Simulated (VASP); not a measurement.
K$_{2}$S (antifluorite), at 0.96 of the tabulated volume:

```
K2S
1.0
    0.00000     3.65493     3.65493
    3.65493     0.00000     3.65493
    3.65493     3.65493     0.00000
K S
2 1
Direct
  0.25000   0.25000   0.25000
  0.75000   0.75000   0.75000
  0.00000   0.00000   0.00000
```

The lowest empty band near Γ, direction [100], from mBJ (TB09) with spin-orbit coupling in VASP (PAW); its two spin partners are averaged. The gap over the points computed is 5.09 eV, and the next band on that side lies 1.66 eV away at the edge.

Numerical set-up: 400 eV cut-off, 6×6×6 Γ-centred mesh, Gaussian smearing of 0.050 eV, potentials K_sv S.

| distance from the edge in k (1/Å) | distance in energy (meV) |
|---|---|
| 0.025 | 4.7 |
| 0.035 | 9.3 |
| 0.050 | 19.0 |
| 0.070 | 37.2 |

Problem. Fit E(1 + αE) = ħ²k²/2m* (ħ²/2m0 = 3.810 eV Å²) and predict the row at 0.095 1/Å.

Solution. The rows don't resolve α, so a parabola serves: the electron mass is m* = 0.502 m0, and so 68.5 meV. The run gave 68.4 meV, -0.1 meV from the fit.

Left out are points under 3 meV from the edge, since the levels carry 0.1 meV, and points farther than half the way to the next band.

The compound is K2S in the antifluorite structure. The cell was not relaxed at this level.
